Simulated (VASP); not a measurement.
An input for Quantum ESPRESSO's pw.x (written as the equivalent of a VASP run, and not itself run):

```
&CONTROL
  calculation = 'scf'
  pseudo_dir = './pseudo'
  outdir = './out'
  tprnfor = .true.
  tstress = .true.
/
&SYSTEM
  ibrav = 0
  nat = 4
  ntyp = 2
  ecutwfc = 84
  occupations = 'smearing'
  smearing = 'gaussian'
  degauss = 0.003675
  input_dft = 'pbe'
/
&ELECTRONS
  conv_thr = 7.3e-08
  electron_maxstep = 100
/
ATOMIC_SPECIES
  Zn 65.380 Zn.upf
  O 15.999 O.upf
CELL_PARAMETERS angstrom
     1.6575000   -2.8708750    0.0000000
     1.6575000    2.8708750    0.0000000
     0.0000000    0.0000000    5.3142000
ATOMIC_POSITIONS crystal
  Zn   0.6666670  0.3333330  0.5000000
  Zn   0.3333330  0.6666670  0.0000000
  O    0.6666670  0.3333330  0.8820000
  O    0.3333330  0.6666670  0.3820000
K_POINTS automatic
  7 7 4 0 0 0
HUBBARD {ortho-atomic}
U Zn-3d 3
```

Q: Write the VASP files for the same calculation (PBE+U).

A: One answer among several that fit: 
**POSCAR**
```
ZnO
1
    1.6575000000    -2.8708750000     0.0000000000
    1.6575000000     2.8708750000     0.0000000000
    0.0000000000     0.0000000000     5.3142000000
Zn O
2 2
Direct
  0.6666670000   0.3333330000   0.5000000000
  0.3333330000   0.6666670000   0.0000000000
  0.6666670000   0.3333330000   0.8820000000
  0.3333330000   0.6666670000   0.3820000000
```

### KPOINTS
```
Automatic mesh
0
gamma
7 7 4
0 0 0
```

INCAR:
```
# general
SYSTEM    = ZnO
PREC      = Accurate
ENCUT     = 520   # plane-wave cut-off (eV)
LREAL     = .False.   # projection in real space or not
LASPH     = .True.

# electronic loop
EDIFF     = 1E-6
NELM      = 100   # most electronic steps
ALGO      = Normal
LMAXMIX   = 4   # l cut-off of mixed one-centre charges

# smearing
ISMEAR    = 0
SIGMA     = 0.05   # width (eV)

# functional
GGA       = PE   # PBE

# DFT+U
LDAU      = .True.
LDAUTYPE  = 2   # Dudarev
LDAUL     = 2 -1
LDAUU     = 3.0 0
LDAUJ     = 0 0
LDAUPRINT = 1

# ions
ISIF      = 2   # forces and stress, cell fixed

# output
LWAVE     = .False.
LCHARG    = .False.
LORBIT    = 10
```

POTCAR, in this order: Zn O (PBE.64 set). Program: vasp_std.

What does not carry over: the potentials are each code's own (VASP's PAW set, PseudoDojo norm-conserving files in pw.x), so ENCUT and ecutwfc are chosen apart and not converted; conv_thr bounds pw.x's estimated SCF error, while EDIFF bounds the energy change between steps; the +U projectors differ (PAW spheres against orthogonalised atomic orbitals), so the same U acts differently.

The compound is ZnO in the wurtzite structure. The cell was not relaxed at this level. The run is one of a series of settings (LDAU = .TRUE., LDAUJ = 0 0, LDAUL = 2 -1, LDAUTYPE = 2, LDAUU = 3.0 0 against the base run), some of them coarse on purpose.
